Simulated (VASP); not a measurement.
Input:

```yaml
crystal:
  lattice:
    - [1.50450, -2.60587, 0.00000]
    - [1.50450, 2.60587, 0.00000]
    - [0.00000, 0.00000, 4.77360]
  atoms:
    - { symbol: Ti, position: [0.33333, 0.66667, 0.25000] }
    - { symbol: Ti, position: [0.66667, 0.33333, 0.75000] }
```

Computed with PBE GGA, VASP's PBE PAW potentials (set 64) (plane waves; VASP). Numerical set-up: 400 eV cut-off, 14×14×8 Γ-centred mesh, first-order Methfessel-Paxton smearing of 0.10 eV, potentials Ti_sv.

Gaps are read on the run's mesh, which can miss a band edge.

### Question
Predict the energy per atom (σ→0), pressure, band gap (on the k-mesh) with the smallest direct gap where there is one.

### Answer

- band gap (on the k-mesh): none (metal, semimetal or under 0.01 eV)
- energy per atom (σ→0): -7.796 eV/atom
- pressure: -8.05 GPa

The absolute energy has meaning only against runs of the same code, potentials and settings.

The compound is Ti in the hcp structure. The cell was not relaxed at this level. The run is one of a series of settings (KPOINTS 14×14×8 Γ-centred mesh against the base run), some of them coarse on purpose.
